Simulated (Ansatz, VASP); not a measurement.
# Ge (Germanium): VASP beside Ansatz, part 3 of 4

Wanted: the spread between two codes on one cell, functional and k mesh. The cell is taken from a series of runs on this material, whose earlier steps may have relaxed, scaled, displaced or heated it; both programs get it as it stands.

VASP 6.6.1 and Ansatz 0.2.0.

So far: The starting structure; VASP: single point, r2SCAN, spin-orbit coupling, pair 1; Ansatz: single point, r2SCAN, spin-orbit coupling, pair 1; Differences.

## (5) Ansatz: single point, r2SCAN, spin-orbit coupling, pair 2

Level of this step: Ansatz beside VASP: Kohn-Sham DFT, plane waves, r2SCAN, spin-orbit coupling (Ansatz).

With cell and atoms fixed, the geometry can't cause a difference; cores, projectors, grids and the points listed under the comparison can. The cell compared in this pair holds 41.50 Å³, against 40.13 Å³ for the pair before.

The cell is taken from a series of runs on this material, whose earlier steps may have relaxed, scaled, displaced or heated it; both programs get it as it stands.

Input file input.yaml:

```yaml
crystal:
  lattice:
    - [0.0, 2.7478979988, 2.7478979988]
    - [2.7478979988, 0.0, 2.7478979988]
    - [2.7478979988, 2.7478979988, 0.0]
  atoms:
    - { symbol: Ge, position: [0.5, 0.5, 0.5] }
    - { symbol: Ge, position: [0.75, 0.75, 0.75] }
kpoints:
  mp_grid: { grid: [8, 8, 8] }
hamiltonian:
  xc: r2scan
  pseudopotentials: { kind: paw_fr, azcp: { folder: soft_1 } }
scf:
  occupations: { method: gaussian, width: 0.01 }
  n_extra_bands: 16
output:
  eigenvalues: true
  eigenstates:
    kpoints:
      - [0.0, 0.0, 0.0]
      - [0.0, 0.003498732, 0.003498732]
      - [0.003498732, 0.0, 0.003498732]
      - [0.003498732, 0.003498732, 0.0]
      - [0.002473977, 0.002473977, 0.004947955]
      - [-0.002473977, 0.002473977, 0.0]
      - [0.002473977, 0.004947955, 0.002473977]
      - [-0.002473977, 0.0, 0.002473977]
      - [0.004947955, 0.002473977, 0.002473977]
      - [0.0, -0.002473977, 0.002473977]
      - [0.004039988, 0.004039988, 0.004039988]
      - [0.0, 0.0, 0.004039988]
      - [0.0, 0.004039988, 0.0]
      - [0.004039988, 0.0, 0.0]
      - [0.0, -0.003498732, -0.003498732]
      - [-0.003498732, 0.0, -0.003498732]
      - [-0.003498732, -0.003498732, 0.0]
      - [-0.002473977, -0.002473977, -0.004947955]
      - [0.002473977, -0.002473977, 0.0]
      - [-0.002473977, -0.004947955, -0.002473977]
      - [0.002473977, 0.0, -0.002473977]
      - [-0.004947955, -0.002473977, -0.002473977]
      - [0.0, 0.002473977, -0.002473977]
      - [-0.004039988, -0.004039988, -0.004039988]
      - [0.0, 0.0, -0.004039988]
      - [0.0, -0.004039988, 0.0]
      - [-0.004039988, 0.0, 0.0]
      - [0.0, 0.013120246, 0.013120246]
      - [0.013120246, 0.0, 0.013120246]
      - [0.013120246, 0.013120246, 0.0]
      - [0.009277415, 0.009277415, 0.018554831]
      - [-0.009277415, 0.009277415, 0.0]
      - [0.009277415, 0.018554831, 0.009277415]
      - [-0.009277415, 0.0, 0.009277415]
      - [0.018554831, 0.009277415, 0.009277415]
      - [0.0, -0.009277415, 0.009277415]
      - [0.015149956, 0.015149956, 0.015149956]
      - [0.0, 0.0, 0.015149956]
      - [0.0, 0.015149956, 0.0]
      - [0.015149956, 0.0, 0.0]
      - [0.0, -0.013120246, -0.013120246]
      - [-0.013120246, 0.0, -0.013120246]
      - [-0.013120246, -0.013120246, 0.0]
      - [-0.009277415, -0.009277415, -0.018554831]
      - [0.009277415, -0.009277415, 0.0]
      - [-0.009277415, -0.018554831, -0.009277415]
      - [0.009277415, 0.0, -0.009277415]
      - [-0.018554831, -0.009277415, -0.009277415]
      - [0.0, 0.009277415, -0.009277415]
      - [-0.015149956, -0.015149956, -0.015149956]
      - [0.0, 0.0, -0.015149956]
      - [0.0, -0.015149956, 0.0]
      - [-0.015149956, 0.0, 0.0]
      - [0.0, 0.5, 0.0]
      - [0.0, 0.503498732, 0.003498732]
      - [0.003498732, 0.5, 0.003498732]
      - [0.003498732, 0.503498732, 0.0]
      - [0.002473977, 0.502473977, 0.004947955]
      - [-0.002473977, 0.502473977, 0.0]
      - [0.002473977, 0.504947955, 0.002473977]
      - [-0.002473977, 0.5, 0.002473977]
      - [0.004947955, 0.502473977, 0.002473977]
      - [0.0, 0.497526023, 0.002473977]
      - [0.004039988, 0.504039988, 0.004039988]
      - [0.0, 0.5, 0.004039988]
      - [0.0, 0.504039988, 0.0]
      - [0.004039988, 0.5, 0.0]
      - [0.0, 0.496501268, -0.003498732]
      - [-0.003498732, 0.5, -0.003498732]
      - [-0.003498732, 0.496501268, 0.0]
      - [-0.002473977, 0.497526023, -0.004947955]
      - [0.002473977, 0.497526023, 0.0]
      - [-0.002473977, 0.495052045, -0.002473977]
      - [0.002473977, 0.5, -0.002473977]
      - [-0.004947955, 0.497526023, -0.002473977]
      - [0.0, 0.502473977, -0.002473977]
      - [-0.004039988, 0.495960012, -0.004039988]
      - [0.0, 0.5, -0.004039988]
      - [0.0, 0.495960012, 0.0]
      - [-0.004039988, 0.5, 0.0]
      - [0.0, 0.513120246, 0.013120246]
      - [0.013120246, 0.5, 0.013120246]
      - [0.013120246, 0.513120246, 0.0]
      - [0.009277415, 0.509277415, 0.018554831]
      - [-0.009277415, 0.509277415, 0.0]
      - [0.009277415, 0.518554831, 0.009277415]
      - [-0.009277415, 0.5, 0.009277415]
      - [0.018554831, 0.509277415, 0.009277415]
      - [0.0, 0.490722585, 0.009277415]
      - [0.015149956, 0.515149956, 0.015149956]
      - [0.0, 0.5, 0.015149956]
      - [0.0, 0.515149956, 0.0]
      - [0.015149956, 0.5, 0.0]
      - [0.0, 0.486879754, -0.013120246]
      - [-0.013120246, 0.5, -0.013120246]
      - [-0.013120246, 0.486879754, 0.0]
      - [-0.009277415, 0.490722585, -0.018554831]
      - [0.009277415, 0.490722585, 0.0]
      - [-0.009277415, 0.481445169, -0.009277415]
      - [0.009277415, 0.5, -0.009277415]
      - [-0.018554831, 0.490722585, -0.009277415]
      - [0.0, 0.509277415, -0.009277415]
      - [-0.015149956, 0.484850044, -0.015149956]
      - [0.0, 0.5, -0.015149956]
      - [0.0, 0.484850044, 0.0]
      - [-0.015149956, 0.5, 0.0]
      - [0.0, 0.404396276, 0.404396276]
      - [0.0, 0.407895009, 0.407895009]
      - [0.003498732, 0.404396276, 0.407895009]
      - [0.003498732, 0.407895009, 0.404396276]
      - [0.002473977, 0.406870254, 0.409344231]
      - [-0.002473977, 0.406870254, 0.404396276]
      - [0.002473977, 0.409344231, 0.406870254]
      - [-0.002473977, 0.404396276, 0.406870254]
      - [0.004947955, 0.406870254, 0.406870254]
      - [0.0, 0.401922299, 0.406870254]
      - [0.004039988, 0.408436265, 0.408436265]
      - [0.0, 0.404396276, 0.408436265]
      - [0.0, 0.408436265, 0.404396276]
      - [0.004039988, 0.404396276, 0.404396276]
      - [0.0, 0.400897544, 0.400897544]
      - [-0.003498732, 0.404396276, 0.400897544]
      - [-0.003498732, 0.400897544, 0.404396276]
      - [-0.002473977, 0.401922299, 0.399448322]
      - [0.002473977, 0.401922299, 0.404396276]
      - [-0.002473977, 0.399448322, 0.401922299]
      - [0.002473977, 0.404396276, 0.401922299]
      - [-0.004947955, 0.401922299, 0.401922299]
      - [0.0, 0.406870254, 0.401922299]
      - [-0.004039988, 0.400356288, 0.400356288]
      - [0.0, 0.404396276, 0.400356288]
      - [0.0, 0.400356288, 0.404396276]
      - [-0.004039988, 0.404396276, 0.404396276]
      - [0.0, 0.417516523, 0.417516523]
      - [0.013120246, 0.404396276, 0.417516523]
      - [0.013120246, 0.417516523, 0.404396276]
      - [0.009277415, 0.413673692, 0.422951107]
      - [-0.009277415, 0.413673692, 0.404396276]
      - [0.009277415, 0.422951107, 0.413673692]
      - [-0.009277415, 0.404396276, 0.413673692]
      - [0.018554831, 0.413673692, 0.413673692]
      - [0.0, 0.395118861, 0.413673692]
      - [0.015149956, 0.419546232, 0.419546232]
      - [0.0, 0.404396276, 0.419546232]
      - [0.0, 0.419546232, 0.404396276]
      - [0.015149956, 0.404396276, 0.404396276]
      - [0.0, 0.39127603, 0.39127603]
      - [-0.013120246, 0.404396276, 0.39127603]
      - [-0.013120246, 0.39127603, 0.404396276]
      - [-0.009277415, 0.395118861, 0.385841446]
      - [0.009277415, 0.395118861, 0.404396276]
      - [-0.009277415, 0.385841446, 0.395118861]
      - [0.009277415, 0.404396276, 0.395118861]
      - [-0.018554831, 0.395118861, 0.395118861]
      - [0.0, 0.413673692, 0.395118861]
      - [-0.015149956, 0.389246321, 0.389246321]
      - [0.0, 0.404396276, 0.389246321]
      - [0.0, 0.389246321, 0.404396276]
      - [-0.015149956, 0.404396276, 0.404396276]
      - [0.0, 0.0, 0.0]
      - [0.0, 0.003498732, 0.003498732]
      - [0.003498732, 0.0, 0.003498732]
      - [0.003498732, 0.003498732, 0.0]
      - [0.002473977, 0.002473977, 0.004947955]
      - [-0.002473977, 0.002473977, 0.0]
      - [0.002473977, 0.004947955, 0.002473977]
      - [-0.002473977, 0.0, 0.002473977]
      - [0.004947955, 0.002473977, 0.002473977]
      - [0.0, -0.002473977, 0.002473977]
      - [0.004039988, 0.004039988, 0.004039988]
      - [0.0, 0.0, 0.004039988]
      - [0.0, 0.004039988, 0.0]
      - [0.004039988, 0.0, 0.0]
      - [0.0, -0.003498732, -0.003498732]
      - [-0.003498732, 0.0, -0.003498732]
      - [-0.003498732, -0.003498732, 0.0]
      - [-0.002473977, -0.002473977, -0.004947955]
      - [0.002473977, -0.002473977, 0.0]
      - [-0.002473977, -0.004947955, -0.002473977]
      - [0.002473977, 0.0, -0.002473977]
      - [-0.004947955, -0.002473977, -0.002473977]
      - [0.0, 0.002473977, -0.002473977]
      - [-0.004039988, -0.004039988, -0.004039988]
      - [0.0, 0.0, -0.004039988]
      - [0.0, -0.004039988, 0.0]
      - [-0.004039988, 0.0, 0.0]
      - [0.0, 0.013120246, 0.013120246]
      - [0.013120246, 0.0, 0.013120246]
      - [0.013120246, 0.013120246, 0.0]
      - [0.009277415, 0.009277415, 0.018554831]
      - [-0.009277415, 0.009277415, 0.0]
      - [0.009277415, 0.018554831, 0.009277415]
      - [-0.009277415, 0.0, 0.009277415]
      - [0.018554831, 0.009277415, 0.009277415]
      - [0.0, -0.009277415, 0.009277415]
      - [0.015149956, 0.015149956, 0.015149956]
      - [0.0, 0.0, 0.015149956]
      - [0.0, 0.015149956, 0.0]
      - [0.015149956, 0.0, 0.0]
      - [0.0, -0.013120246, -0.013120246]
      - [-0.013120246, 0.0, -0.013120246]
      - [-0.013120246, -0.013120246, 0.0]
      - [-0.009277415, -0.009277415, -0.018554831]
      - [0.009277415, -0.009277415, 0.0]
      - [-0.009277415, -0.018554831, -0.009277415]
      - [0.009277415, 0.0, -0.009277415]
      - [-0.018554831, -0.009277415, -0.009277415]
      - [0.0, 0.009277415, -0.009277415]
      - [-0.015149956, -0.015149956, -0.015149956]
      - [0.0, 0.0, -0.015149956]
      - [0.0, -0.015149956, 0.0]
      - [-0.015149956, 0.0, 0.0]
magnetization:
  noncollinear: true
  spin_orbit: true
checkpoint:
  read: start.run
  write: ck
  compress: false
  write_wavefunctions: false
  write_every: 100000
```

Run with:

```bash
> ansatz run input.yaml --threads 4 --pin off --max-ram 9216MiB --backend cpu --events-out ev --progress --plain --runs-dir out
```

Numbers of over 12 decimals in the logs are rounded to 6 here.

Log:

```text
[...]
Crystal: 2 atoms, lattice volume = 41.498 Å³
Basis set: ecut = 500 eV, 1067 PW (Γ), exchange–correlation on 120×120×120 points (64 copies of the dense FFT grid, shifted against one another)
Bands: 44, of which v1, the nominal top of the filled ones, is band 28 counted from 1 (27 counted from 0)
Symmetry: 48 space group operations + 48 with time reversal
[...]
k-point 0: bands = [... 24 lower, 9.6647, 9.6647, 9.6647, 9.6647, 10.8850, 10.8850, 12.1742, 12.1742, ... 12 higher]
  k-point 1: bands = [... 24 lower, 9.0706, 9.0706, 9.2652, 9.2652, 11.3428, 11.3428, 12.7689, 12.7689, ... 12 higher]
  k-point 2: bands = [... 24 lower, 8.4358, 8.4358, 8.6283, 8.6283, 10.8578, 10.8578, 13.4756, 13.4756, ... 12 higher]
  k-point 28: bands = [... 24 lower, 5.0219, 5.0219, 5.0992, 5.0992, 14.5428, 14.5428, 14.6901, 14.6901, ... 12 higher]
[key lines of the parts left out:]
SCF converged after 3 iterations
Magnetization: |M| = 0.0000 μB,  M = (+0.0000, +0.0000, +0.0000) μB
Free energy (F): -8600.257272 eV
Fermi energy:    9.951896 eV
```

## (6) VASP: single point, r2SCAN, spin-orbit coupling, pair 2

The same cell, functional, mesh and smearing now go to VASP, with its own data sets.

Input file INCAR:

```
SYSTEM = Ge
PREC = Accurate
ENCUT = 450
EDIFF = 1E-06
NELM = 200
ISMEAR = 0
SIGMA = 0.01
LREAL = .FALSE.
ALGO = Normal
METAGGA = R2SCAN
LASPH = .TRUE.
LNONCOLLINEAR = .TRUE.
MAGMOM = 0 0 0 0 0 0
NBANDS = 40
GGA_COMPAT = .FALSE.
LSORBIT = .TRUE.
LORBIT = 11
LWAVE = .FALSE.
LCHARG = .FALSE.
ISIF = 2
EFERMI = MIDGAP
LMIXTAU = .TRUE.
KPAR = 2
```

Input file POSCAR:

```
Ge
1.0
    0.0000000000      2.7478979988      2.7478979988
    2.7478979988      0.0000000000      2.7478979988
    2.7478979988      2.7478979988      0.0000000000
Ge
2
Direct
    0.5000000000      0.5000000000      0.5000000000
    0.7500000000      0.7500000000      0.7500000000
```

Input file KPOINTS:

```
Automatic mesh
0
Gamma
8 8 8
0 0 0
```

Potentials, in the order of the species: Ge_d (PBE family, release 64).

Run with:

```bash
> mpirun -np 2 vasp_ncl
```

Log:

```text
[banner, memory and clock lines left out]
running    2 mpi-ranks, on    1 nodes
[...]
[... a notice as in an earlier step ...]

 LDA part: xc-table for (None), standard interpolation
 POSCAR, INCAR and KPOINTS ok, starting setup
[...]
entering main loop
       N       E                     dE             d eps       ncg     rms          rms(c)
DAV:   1     0.234184358940E+03    0.23418E+03   -0.12703E+04  2960   0.378E+03
DAV:   2     0.160716457529E+02   -0.21811E+03   -0.20927E+03  2328   0.827E+02
DAV:   3    -0.278190520023E+02   -0.43891E+02   -0.43406E+02  2584   0.196E+02
DAV:   4    -0.302720604751E+02   -0.24530E+01   -0.24494E+01  2752   0.550E+01
[...]
DAV:  16    -0.276442299089E+02   -0.75919E-05   -0.56932E-07  1920   0.707E-03    0.911E-04
DAV:  17    -0.276442366431E+02   -0.67343E-05   -0.15051E-06  1992   0.106E-02    0.399E-04
DAV:  18    -0.276442362053E+02    0.43782E-06   -0.77267E-08  1496   0.380E-03
   1 F= -.27644236E+02 E0= -.27644236E+02  d E =0.000000E+00  mag=    -0.0000    -0.0000    -0.0000
```

Parts of OUTCAR (step 6):

```text
  Total        2.1555544      2.1555544      2.1555544     -0.0000000     -0.0000000     -0.0000000
  in kB       83.2219247     83.2219247     83.2219247     -0.0000000     -0.0000000     -0.0000000
  external PRESSURE =      83.2219247 kB  Pullay stress =       0.0000000 kB

 POSITION                                       TOTAL-FORCE (eV/Angst)
 -----------------------------------------------------------------------------------
      2.74790      2.74790      2.74790         0.000000      0.000000      0.000000
      4.12185      4.12185      4.12185        -0.000000     -0.000000     -0.000000
 -----------------------------------------------------------------------------------
    total drift:                                0.000000      0.000000      0.000000

  FREE ENERGIE OF THE ION-ELECTRON SYSTEM (eV)
  ---------------------------------------------------
  free  energy   TOTEN  =       -27.6442362053 eV

  energy  without entropy=      -27.6442362053  energy(sigma->0) =      -27.64423621

 magnetization (x)
# of ion       s       p       d       tot
------------------------------------------
    1        0.000   0.000   0.000   0.000
    2       -0.000   0.000  -0.000   0.000
--------------------------------------------------
tot         -0.000   0.000   0.000   0.000

 magnetization (y)
# of ion       s       p       d       tot
------------------------------------------
    1        0.000  -0.000  -0.000  -0.000
    2       -0.000   0.000  -0.000  -0.000
--------------------------------------------------
tot          0.000  -0.000  -0.000  -0.000

 magnetization (z)
# of ion       s       p       d       tot
------------------------------------------
    1       -0.000  -0.000  -0.000  -0.000
    2        0.000  -0.000   0.000  -0.000
--------------------------------------------------
tot         -0.000  -0.000  -0.000  -0.000

[... 1 part as in an earlier step ...]

[... 2 further parts left out ...]
[key lines of the parts left out:]
E-fermi :   6.0837
```

The run ends at a pressure of 8.32 GPa.

## (7) Differences

Compared:

```tsv
quantity	Ansatz	VASP	difference
gap on the k mesh (eV)	0.575	0.561	+0.014
```

A gap on the mesh is an upper bound, since the band edges may lie between its points.

(Part 3 of 4 ends here.)

[Lines on the potential files, build, host, timing and source positions are cut from VASP's logs without a mark.]

[Logs are printed without paths, hosts, clocks, repeated set-up lines and the standing remarks that a program may print on its own settings, such as how far it seeks lower states.]

[Hosts, paths, dates, database ids (printed as entryN), source tags and the programs' standing remarks are cut or masked in the printed files.]
